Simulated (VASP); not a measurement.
```
CELL_PARAMETERS angstrom
      0.00000     2.84056     2.84056
      2.84056     0.00000     2.84056
      2.84056     2.84056     0.00000
ATOMIC_POSITIONS crystal
  W  0.00000 0.00000 0.00000
  B  0.25000 0.25000 0.25000
```

These are PBE GGA, VASP's PBE PAW potentials (set 64) (plane waves; VASP) values and carry that method's errors. Run with 520 eV cut-off, 10×10×10 Γ-centred mesh, first-order Methfessel-Paxton smearing of 0.10 eV, potentials W_sv B.

Energy and stress use the plane-wave basis of the starting cell.

### Question
The ions, cell shape and volume are relaxed. Predict the relaxed structure.

### Answer

```
CELL_PARAMETERS angstrom
      0.00000     2.42399     2.42399
      2.42399     0.00000     2.42399
      2.42399     2.42399     0.00000
ATOMIC_POSITIONS crystal
  W  0.00000 0.00000 0.00000
  B  0.25000 0.25000 0.25000
```
Space group F-43m (216), at a tolerance of 0.03 Å.

### Question
How do energy and volume change from the first to the last step?

### Answer
The energy (σ→0) changes by -1371.9 meV/atom and the volume by -37.9 %, in 7 ionic steps.

The structure was generated: WB was put into the zinc blende type (F-43m), which need not be its known phase. This run relaxes it. Symmetry was kept, so distortions that lower it aren't found. The electron count is odd and the run is not spin-polarised, which forces a metal.
